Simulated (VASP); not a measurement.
Write the native input for VASP 6.6.1 that does the following.

```
Task                   : electrostatic potential
Functional             : PBEsol
Dispersion             : D3
Potentials or basis    : VASP PAW PBE potentials, release 64 (Sr_sv, Ca_sv, Si, Na_pv)
Cutoff                 : 520 eV
k mesh                 : 5 × 5 × 4
Occupations            : gaussian, width 0.01 eV
Spin                   : no spin polarisation
Further INCAR settings : LREAL = Auto; ALGO = Fast; EDIFF = 1e-06
```

The structure of Na4SrCaSi2 lies in POSCAR:

```
Na4SrCaSi2
1.0
    5.2230450000     -0.0265280000      0.0583200000
   -0.0265280000      5.3080300000     -0.0242090000
    0.0817900000     -0.0339520000      7.5286170000
Sr Ca Si Na
1 1 2 4
Direct
    0.0000000000      0.0000000000      0.0000000000
    0.5000000000      0.5000000000      0.5000000000
    0.0000000000      0.5000000000      0.2576830000
    0.5000000000      0.0000000000      0.7423170000
    0.0000000000      0.0000000000      0.5000000000
    0.5000000000      0.5000000000      0.0000000000
    0.0000000000      0.5000000000      0.7431210000
    0.5000000000      0.0000000000      0.2568790000
```

The cell comes from a database or a generator and needn't be the stable form of this composition.

The cell isn't the ideal one: cell strained at random at fixed volume.

The input as run:

INCAR

```
PREC = Accurate
ENCUT = 520
EDIFF = 1E-6
ISMEAR = 0
SIGMA = 0.01
LREAL = Auto
LASPH = T
NELM = 100
ALGO = Fast
ISIF = 2
LWAVE = F
LCHARG = T
GGA = PS
IVDW = 11
LVHAR = T
```

KPOINTS

```
regular mesh
0
Gamma
  5 5 4
```

Potentials or basis: VASP PAW PBE potentials, release 64 (Sr_sv, Ca_sv, Si, Na_pv).

The run is started by

```sh
$ cat potpaw_PBE.64/Sr_sv/POTCAR potpaw_PBE.64/Ca_sv/POTCAR potpaw_PBE.64/Si/POTCAR potpaw_PBE.64/Na_pv/POTCAR > POTCAR
$ mpirun -np 1 vasp_std > vasp.out
```

It gave:

```yaml
Pressure: -1.3 GPa
Largest_force: 0.128 eV/Å
Band_gap_on_the_k_mesh: 0.08 eV, indirect (least direct gap 0.19 eV)
Dispersion_energy_per_atom: -0.179 eV
```

Caveat: the PAW data sets were made with another functional, which shifts forces and pressure a little; an odd mesh through Γ misses points on the zone boundary, where band edges often lie.

Wall time 12 min on 1 thread of Intel(R) Xeon(R) 6975P-C (Granite Rapids), on a shared host, peak memory 0.44 GiB.
